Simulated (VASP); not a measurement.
Consider the following.

```
Cd3HgSe4
1.0
    0.00000     3.04927     3.04927
    3.04927     0.00000     3.04927
   12.18773    12.18773     0.00936
Hg Se Cd
1 4 3
Direct
  0.00047   0.00047   0.99965
  0.24835   0.24835   0.06373
  0.25006   0.25006   0.31245
  0.25040   0.25040   0.56220
  0.25186   0.25186   0.81110
  0.99866   0.99866   0.25100
  0.99994   0.99994   0.50005
  0.00026   0.00026   0.74981
```

Calculation: PBEsol GGA, VASP's PBE PAW potentials (set 64) (plane waves; VASP). Numerical set-up: 400 eV cut-off, Gaussian smearing of 0.050 eV, potentials Hg Se Cd.

Unless said otherwise, spin-orbit coupling is left out, though it shifts the bands of the heavy elements here.

Task: What does the run give for the band gap (along the path) with the smallest direct gap where there is one?

Result: 
The band gap (along the path) is none (metal, semimetal or under 0.01 eV).

Total energies compare only between runs with the same potentials, cut-off and functional.

The structure was generated: Cd3HgSe4 was put into an ordered model structure (R3m), which need not be its known phase. It was relaxed first.
